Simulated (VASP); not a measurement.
Method: vdW-DF2, VASP's PBE PAW potentials (set 64) (plane waves; VASP).

A VASP calculation is set up with these files.

File KPOINTS:
```
Automatic mesh
0
Gamma
11 11 6
0 0 0
```

### INCAR
```
# general
SYSTEM   = Sc
PREC     = Accurate
ENCUT    = 520
LREAL    = .FALSE.
LASPH    = .TRUE.

# electronic loop
EDIFF    = 1E-6
NELM     = 100
ALGO     = Normal
LMAXMIX  = 4

# smearing
ISMEAR   = 1
SIGMA    = 0.1

# functional
GGA      = ML
LUSE_VDW = .TRUE.
AGGAC    = 0.0
ZAB_VDW  = -1.8867

# ions
IBRION   = 2
NSW      = 60
ISIF     = 3
EDIFFG   = -0.01

# output
LWAVE    = .FALSE.
LCHARG   = .FALSE.
```

File POSCAR:
```
Sc
1
    1.6550000000    -2.8665440000     0.0000000000
    1.6550000000     2.8665440000     0.0000000000
    0.0000000000     0.0000000000     5.2700000000
Sc
2
Direct
  0.3333330000   0.6666670000   0.2500000000
  0.6666670000   0.3333330000   0.7500000000
```

POTCAR, in this order: Sc_sv (PBE.64 set). Program: vasp_std.

Output

OUTCAR:
```
 ion  position               nearest neighbor table
   1  0.333  0.667  0.250-   2 3.26   2 3.26   2 3.26   2 3.26   2 3.26   2 3.26
   2  0.667  0.333  0.750-   1 3.26   1 3.26   1 3.26   1 3.26   1 3.26   1 3.26
  LATTYP: Found a hexagonal cell.
 ALAT       =     3.3099999251
 C/A-ratio  =     1.5921450511
 Subroutine PRICEL returns:
 Original cell was already a primitive cell.
 Subroutine GETGRP returns: Found 24 space group operations
The static configuration has the point symmetry D_3d.
 The point group associated with its full space group is D_6h.
The dynamic configuration has the point symmetry D_3d.
 Subroutine INISYM returns: Found 24 space group operations
 Subroutine IBZKPT returns following result:
 Found     64 irreducible k-points:

 Following reciprocal coordinates:
            Coordinates               Weight
  0.000000  0.000000  0.000000      1.000000
  0.090909  0.000000  0.000000      6.000000
  0.181818  0.000000  0.000000      6.000000
  0.272727  0.000000  0.000000      6.000000
  0.363636  0.000000  0.000000      6.000000
  0.454545  0.000000  0.000000      6.000000
  0.090909  0.090909  0.000000      6.000000
...
```

**OSZICAR**
```
       N       E                     dE             d eps       ncg     rms          rms(c)
DAV:   1     0.400813251874E+03    0.40081E+03   -0.11109E+04  1920   0.156E+03
DAV:   2     0.167561761593E+02   -0.38406E+03   -0.37855E+03  2680   0.659E+02
DAV:   3    -0.703582236254E+01   -0.23792E+02   -0.23272E+02  3190   0.184E+02
DAV:   4    -0.745515742010E+01   -0.41934E+00   -0.41758E+00  2971   0.241E+01
DAV:   5    -0.746507163139E+01   -0.99142E-02   -0.97373E-02  3146   0.326E+00    0.702E+00
DAV:   6    -0.653084044410E+01    0.93423E+00   -0.23612E+00  2417   0.197E+01    0.208E+00
DAV:   7    -0.642641461566E+01    0.10443E+00   -0.49249E-01  2536   0.823E+00    0.769E-01
DAV:   8    -0.642217178112E+01    0.42428E-02   -0.36069E-02  2613   0.309E+00    0.220E-01
DAV:   9    -0.642158825703E+01    0.58352E-03   -0.76775E-03  2508   0.123E+00    0.334E-02
DAV:  10    -0.642175379726E+01   -0.16554E-03   -0.45935E-04  2788   0.338E-01    0.145E-02
DAV:  11    -0.642174446904E+01    0.93282E-05   -0.20764E-05  3036   0.683E-02    0.407E-03
DAV:  12    -0.642174755689E+01   -0.30878E-05   -0.22063E-06  1975   0.212E-02    0.188E-03
DAV:  13    -0.642174629884E+01    0.12581E-05   -0.28106E-07  1296   0.117E-02    0.262E-04
DAV:  14    -0.642174613570E+01    0.16314E-06   -0.96605E-08  1261   0.838E-03
   1 F= -.64217461E+01 E0= -.64224445E+01  d E =-.642175E+01
       N       E                     dE             d eps       ncg     rms          rms(c)
DAV:   1    -0.643763488992E+01   -0.15889E-01   -0.17074E+00  2375   0.284E+01    0.936E-01
DAV:   2    -0.643299302821E+01    0.46419E-02   -0.13502E-01  3020   0.657E+00    0.550E-01
DAV:   3    -0.642634346313E+01    0.66496E-02   -0.18309E-02  3490   0.189E+00    0.114E-01
DAV:   4    -0.642628227922E+01    0.61184E-04   -0.90000E-04  2509   0.409E-01    0.529E-02
DAV:   5    -0.642625500674E+01    0.27272E-04   -0.81151E-05  3338   0.123E-01    0.174E-02
DAV:   6    -0.642625548042E+01   -0.47368E-06   -0.84808E-06  2334   0.466E-02
   2 F= -.64262555E+01 E0= -.64270295E+01  d E =-.450934E-02
       N       E                     dE             d eps       ncg     rms          rms(c)
DAV:   1    -0.642981328433E+01   -0.35583E-02   -0.43429E-01  2368   0.143E+01    0.473E-01
DAV:   2    -0.642862633654E+01    0.11869E-02   -0.34813E-02  3027   0.338E+00    0.277E-01
DAV:   3    -0.642693666302E+01    0.16897E-02   -0.46343E-03  3490   0.957E-01    0.578E-02
DAV:   4    -0.642692228065E+01    0.14382E-04   -0.23290E-04  2486   0.209E-01    0.267E-02
DAV:   5    -0.642691521590E+01    0.70647E-05   -0.21837E-05  3330   0.643E-02    0.860E-03
DAV:   6    -0.642691551594E+01   -0.30004E-06   -0.19718E-06  1520   0.238E-02
   3 F= -.64269155E+01 E0= -.64276269E+01  d E =-.516938E-02
       N       E                     dE             d eps       ncg     rms          rms(c)
DAV:   1    -0.642695157604E+01   -0.36360E-04   -0.47182E-03  2368   0.149E+00    0.492E-02
DAV:   2    -0.642693906792E+01    0.12508E-04   -0.38088E-04  3027   0.356E-01    0.286E-02
DAV:   3    -0.642692065576E+01    0.18412E-04   -0.49061E-05  3490   0.982E-02    0.591E-03
DAV:   4    -0.642692083698E+01   -0.18122E-06   -0.22181E-06  1555   0.211E-02
   4 F= -.64269208E+01 E0= -.64276196E+01  d E =-.517470E-02
       N       E                     dE             d eps       ncg     rms          rms(c)
DAV:   1    -0.642695054332E+01   -0.29888E-04   -0.54084E-03  2368   0.160E+00    0.534E-02
DAV:   2    -0.642693492464E+01    0.15619E-04   -0.43890E-04  3013   0.382E-01    0.313E-02
DAV:   3    -0.642691342738E+01    0.21497E-04   -0.57452E-05  3482   0.106E-01    0.661E-03
DAV:   4    -0.642691360497E+01   -0.17758E-06   -0.27569E-06  1709   0.232E-02
   5 F= -.64269136E+01 E0= -.64275975E+01  d E =-.516747E-02
       N       E                     dE             d eps       ncg     rms          rms(c)
DAV:   1    -0.643099299805E+01   -0.40796E-02   -0.11895E-01  2712   0.590E+00    0.427E-01
DAV:   2    -0.642726251227E+01    0.37305E-02   -0.12682E-02  2430   0.150E+00    0.118E-01
DAV:   3    -0.642702146787E+01    0.24104E-03   -0.11501E-03  2932   0.459E-01    0.524E-02
DAV:   4    -0.642699458691E+01    0.26881E-04   -0.49735E-05  3289   0.896E-02    0.572E-03
DAV:   5    -0.642699408570E+01    0.50120E-06   -0.47241E-06  2074   0.304E-02
   6 F= -.64269941E+01 E0= -.64276598E+01  d E =-.804807E-04
       N       E                     dE             d eps       ncg     rms          rms(c)
DAV:   1    -0.642724651659E+01   -0.25193E-03   -0.71591E-03  2712   0.145E+00    0.105E-01
DAV:   2    -0.642701376489E+01    0.23275E-03   -0.75952E-04  2438   0.370E-01    0.295E-02
DAV:   3    -0.642700065446E+01    0.13110E-04   -0.72148E-05  2909   0.114E-01    0.131E-02
DAV:   4    -0.642700321025E+01   -0.25558E-05   -0.26251E-06  1723   0.225E-02    0.169E-03
DAV:   5    -0.642700327900E+01   -0.68742E-07   -0.53089E-07   960   0.157E-02
   7 F= -.64270033E+01 E0= -.64276738E+01  d E =-.896740E-04
```

**OUTCAR**
```
------------------------ aborting loop because EDIFF is reached ----------------------------------------
  FORCE on cell =-STRESS in cart. coord.  units (eV):
  Direction    XX          YY          ZZ          XY          YZ          ZX
  --------------------------------------------------------------------------------------
  Total       -0.0050727     -0.0050727      0.0191945      0.0000000      0.0000000      0.0000000
  in kB       -0.1632990     -0.1632990      0.6179105      0.0000000      0.0000000      0.0000000
  external PRESSURE =       0.0971042 kB  Pullay stress =       0.0000000 kB
  volume of cell :       49.77
      direct lattice vectors                 reciprocal lattice vectors
     1.666295580 -2.886108517 -0.000000000     0.300066810 -0.173243659 -0.000000000
     1.666295580  2.886108517 -0.000000000     0.300066810  0.173243659  0.000000000
     0.000000000 -0.000000000  5.174492566     0.000000000  0.000000000  0.193255665
 POSITION                                       TOTAL-FORCE (eV/Angst)
 -----------------------------------------------------------------------------------
      1.66630      0.96204      1.29362        -0.000000      0.000000      0.000000
      1.66630     -0.96204      3.88087         0.000000     -0.000000      0.000000
 -----------------------------------------------------------------------------------
    total drift:                                0.000000      0.000697     -0.000015
  FREE ENERGIE OF THE ION-ELECTRON SYSTEM (eV)
  ---------------------------------------------------
  free  energy   TOTEN  =        -6.4270032790 eV

  energy  without entropy=       -6.4290148631  energy(sigma->0) =       -6.42767381

 reached required accuracy - stopping structural energy minimisation
```
(Selected blocks of OUTCAR.)

### CONTCAR
```
Sc
   1.00000000000000
     1.6662955804532220   -2.8861085174707806   -0.0000000000000000
     1.6662955804532220    2.8861085174707806   -0.0000000000000000
     0.0000000000000000   -0.0000000000000000    5.1744925659746901
  Sc
     2
Direct
     0.3333330000000032    0.6666669999999968    0.2500000000000000
     0.6666669999999968    0.3333330000000032    0.7500000000000000
```

The compound is Sc in the hcp structure. This run relaxes it. Symmetry was kept, so distortions that lower it aren't found.
